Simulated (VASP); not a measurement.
```yaml
crystal:
  lattice:
    - [2.92776, 0.00000, 0.00000]
    - [-1.46388, 2.53551, 0.00000]
    - [0.00000, 0.00000, 6.98781]
  atoms:
    - { symbol: Sn, position: [0.33333, 0.66667, 0.03637] }
    - { symbol: Sn, position: [0.66667, 0.33333, 0.53637] }
    - { symbol: O, position: [0.33333, 0.66667, 0.33863] }
    - { symbol: O, position: [0.66667, 0.33333, 0.83863] }
```

All values below come from PBEsol GGA, VASP's PBE PAW potentials (set 64) (plane waves; VASP). Settings: 620 eV cut-off, 12×12×5 Γ-centred mesh, first-order Methfessel-Paxton smearing of 0.10 eV, potentials Sn_d O.

Unless said otherwise, spin-orbit coupling is left out, though it shifts the bands of the heavy elements here.

Q: What does the run give for the energy per atom (σ→0), pressure, band gap (on the k-mesh) with the smallest direct gap where there is one?

A: 
| Property | Value |
|---|---|
| band gap (on the k-mesh) | none (metal, semimetal or under 0.01 eV) |
| energy per atom (σ→0) | -5.369 eV/atom |
| pressure | 29.94 GPa |

Only differences to runs with the same potentials and settings are physical.

The structure was generated: SnO was put into the wurtzite type (P6_3mc), which need not be its known phase. It was relaxed first under an external pressure of 30 GPa.
